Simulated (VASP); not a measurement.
VASP runs on Mg (hcp) share one base input (PBE GGA, plane waves, VASP's PBE PAW potentials (set 64)) and change the settings named in each case.

INCAR:
```
ALGO = Normal
EDIFF = 1E-6
ENCUT = 400
GGA = PE
ISIF = 2
ISMEAR = 1
LASPH = T
LCHARG = F
LREAL = F
LWAVE = F
NELM = 100
PREC = Accurate
SIGMA = 0.1
SYSTEM = Mg
```

KPOINTS:
```
Automatic mesh
0
Gamma
12 12 6
0 0 0
```

POSCAR:
```
Mg
1
    1.6371000000    -2.8355410000     0.0000000000
    1.6371000000     2.8355410000     0.0000000000
    0.0000000000     0.0000000000     5.3142000000
Mg
2
Direct
  0.3333330000   0.6666670000   0.2500000000
  0.6666670000   0.3333330000   0.7500000000
```

POTCAR, in this order: Mg (PBE.64 set). Program: vasp_std.

```
change        E(σ→0) (eV/atom)  pressure (GPa)  electronic steps
------------  ----------------  --------------  ----------------
base run               -1.4930           -2.32                10
EDIFF = 1E-2           -1.4967           -2.90                 6
EDIFF = 1E-3           -1.4930           -2.33                 8
EDIFF = 1E-4           -1.4930           -2.34                 8
EDIFF = 1E-5           -1.4930           -2.32                 9
EDIFF = 1E-8           -1.4930           -2.32                12
```

Left out are runs that ran out of time, are held back, or changed the cell or the kind of run, fixed moments of cells without a moment, rows past the twelfth, gaps on odd meshes, pressures of charged cells and columns that move by less than the noise.

The compound is Mg in the hcp structure. The cell was not relaxed at this level.
